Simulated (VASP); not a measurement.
A run of VASP 6.6.1 is set up as follows.

POSCAR

```
Mg2C3
1.0
    2.3870223790     -2.3394118729     -0.0063441741
    2.3870223790      2.3394118729     -0.0063441741
   -1.2253611782      0.0000000000      4.8584158892
Mg C
2 3
Direct
    0.8082382625      0.8082382625      0.1984312469
    0.1917617375      0.1917617375      0.8015687531
    0.3225096426      0.3225096426      0.2615124485
    0.7141714936      0.7141714936      0.7385833487
    0.5183405681      0.5183405681      0.5000478986
```

File INCAR.step1:

```
SYSTEM = Mg2C3
PREC = Accurate ; ENCUT = 520
ISMEAR = 0 ; SIGMA = 0.05
LREAL = .FALSE. ; LASPH = .TRUE.
NELM = 100 ; NBANDS = 16
GGA = PE ; ALGO = Normal
EDIFF = 1E-4 ; LWAVE = .TRUE.
LCHARG = .FALSE.
```

The input INCAR.step2:

```
SYSTEM = Mg2C3
PREC = Accurate ; ENCUT = 520
EDIFF = 1E-7 ; ISMEAR = 0
SIGMA = 0.05 ; LREAL = .FALSE.
LASPH = .TRUE. ; NELM = 100
ALGO = Normal ; ISIF = 2
LWAVE = .FALSE. ; LCHARG = .FALSE.
METAGGA = R2SCAN ; LMIXTAU = .TRUE.
NBANDS = 16 ; ISTART = 1
```

KPOINTS

```
regular mesh
0
G
  8 8 6
  0 0 0
```

Potentials or basis: VASP PAW PBE potentials, release 64 (Mg, C).

Launch:

```console
$ cat potpaw_PBE.64/Mg/POTCAR potpaw_PBE.64/C/POTCAR > POTCAR
$ cp INCAR.step1 INCAR
$ mpirun -np 1 vasp_std > vasp.out
$ cp INCAR.step2 INCAR
$ mpirun -np 1 vasp_std > vasp.out
```

Problem. What does it give for the band gap on the k mesh?

Solution. 1.88 eV, indirect (least direct gap 2.65 eV).

Problem. What does it give for the pressure?

Solution. 0.0 GPa.

Stress tensor (GPa, compression positive):
```
 0.60  0.00  0.31
 0.00 -0.72  0.00
 0.31  0.00  0.18
```

Caveat: the PAW data sets were made with another functional, which shifts forces and pressure a little. A k mesh can miss the band edges.
